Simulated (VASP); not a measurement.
Runs of VASP 6.6.1 on OSi. The cell holds a molecule in a box, 2 atoms: a = 11.000 Å, b = 10.000 Å, c = 10.000 Å, α = 90.00°, β = 90.00°, γ = 90.00°. 

| task | level | cell | grid for exact exchange (PRECFOCK) | exchange at q = 0 | gap on the mesh (eV) | largest force (eV/Å) |
| --- | --- | --- | --- | --- | --- | --- |
| single point | B3LYP+D3(BJ) | as given | Normal | default | 6.37 | 0.23 |
| single point | PBE | atoms moved at random, drawn with an rms of 0.05 Å | - | - | 4.76 | 6.39 |
| single point | PBE | as given | - | - | 4.58 | 1.14 |
| atomic charges | PBE+TS | as given | - | - | 4.58 | 1.14 |
| single point | BLYP+D4 | as given | - | - | (b) | (a) |
| relaxation of the atoms | PBE | atoms relaxed from: atoms moved at random, drawn with an rms of 0.02 Å | - | - | 4.53 | - |
| electron localisation function | PBE | as given | - | - | 4.58 | 1.14 |
| relaxation of the atoms | r2SCAN+D4 | atoms relaxed | - | - | 5.02 | 0.01 |

Alike in all rows: potentials or basis VASP PAW PBE potentials, release 64 (O, Si); no spin polarisation; k mesh 1 × 1 × 1; cutoff (eV) 520; smearing gaussian 0.01 eV.

Fill in the values left out.

(a) 1.27; (b) 4.59.

Caveats: the PAW data sets were made with another functional, which shifts forces and pressure a little (some runs).

